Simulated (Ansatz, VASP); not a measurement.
Equation of state of Mg3Hf under PBE

The structure is cubic, space group Pm-3m (No. 221). The conventional cell has a = 4.433 Å, b = 4.433 Å, c = 4.433 Å, α = 90.00°, β = 90.00°, γ = 90.00°. Around Hf (site symmetry m-3m) lie 12 Mg at 3.13 Å. Mg (site symmetry 4/mmm) has 4 Hf at 3.13 Å and 8 Mg at 3.13 Å as nearest neighbours.

The cell comes from a database or a generator and needn't be the stable form of this composition.

The cell was scaled at fixed shape and fractions and run with Ansatz, Ansatz PAW, cutoff 420 eV; PBE, k mesh 6 × 6 × 6 on the cell of 4 atoms, fermi-dirac occupations of 0.05 eV, no spin polarisation, no spin-orbit coupling. Energies are those that the program minimises, any entropy of the smearing included. For a metal such a mesh isn't converged to the digits shown.

```tsv
V (Å³/atom)	energy over the lowest row (meV/atom)
20.4772	15.747
20.9129	6.891
21.3486	1.753
21.7843	0.000
22.2200	1.313
22.6557	?
23.0914	12.032
```

Q: Fit the third-order Birch-Murnaghan form, give V0, B0 and B′, and predict the energy left open.

A: With y = (V0/V)^(2/3), E = E0 + (9 V0 B0/16) [(y - 1)³ B′ + (y - 1)² (6 - 4y)]. Least squares through the rows shown give V0 = 21.8088 Å³/atom, E0 = -0.005 meV, B0 = 56.09 GPa (1 eV/Å³ = 160.218 GPa) and B′ = 3.84, with a largest miss of 0.004 meV. At V = 22.6557 the form with these constants gives 5.408 meV; the run gave 5.411 meV an atom. Other set-ups at this level, from all their volumes (Å³/atom, GPa): VASP, PBE PAW files Hf_pv, Mg, 520 eV: V0 21.767, B0 56.94.
